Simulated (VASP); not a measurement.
A convergence study with VASP on PtSe2 (1T layered): one setting is varied, all else stays as given below, so the limit is that of these other settings.

```
CELL_PARAMETERS angstrom
      1.86500    -3.23027     0.00000
      1.86500     3.23027     0.00000
      0.00000     0.00000     5.08000
ATOMIC_POSITIONS crystal
  Pt 0.00000 0.00000 0.00000
  Se 0.33333 0.66667 0.25500
  Se 0.66667 0.33333 0.74500
```

Level of theory: PBE GGA, VASP's PBE PAW potentials (set 64) (plane waves; VASP 6.6.1). The tightest run used: 600 eV cut-off, 6×6×4 Γ-centred mesh, Gaussian smearing of 0.010 eV, potentials Pt Se.

The reference is ENCUT = 600, which took about 8 core-minutes. The timings are rough (shared machines, no repeats); factors under 2 mean little.

Problem. Of the settings ENCUT = 200; ENCUT = 300; ENCUT = 400; ENCUT = 500; ENCUT = 600, which is the lowest that keeps the difference from the reference in highest Γ mode (cm⁻¹) within 2 from there on, and what does it cost?

Solution. ENCUT = 300; its cost over the reference is about 1/2.
```json
[
 {"setting": "ENCUT = 200", "difference in highest Γ mode (cm⁻¹)": "3.7", "cost over the reference": "about 1/4"},
 {"setting": "ENCUT = 300", "difference in highest Γ mode (cm⁻¹)": "0.4", "cost over the reference": "about 1/2"},
 {"setting": "ENCUT = 400", "difference in highest Γ mode (cm⁻¹)": "0.0", "cost over the reference": "within a factor of 2"},
 {"setting": "ENCUT = 500", "difference in highest Γ mode (cm⁻¹)": "0.0", "cost over the reference": "within a factor of 2"},
 {"setting": "ENCUT = 600", "difference in highest Γ mode (cm⁻¹)": "0.0", "cost over the reference": "reference"}
]
```

Left out are rungs that failed or repeat a setting and relaxations that didn't move; long series are thinned to 24 rows.

The compound is PtSe2 in the 1T layered structure. The cell was not relaxed at this level, forces remain on its atoms.
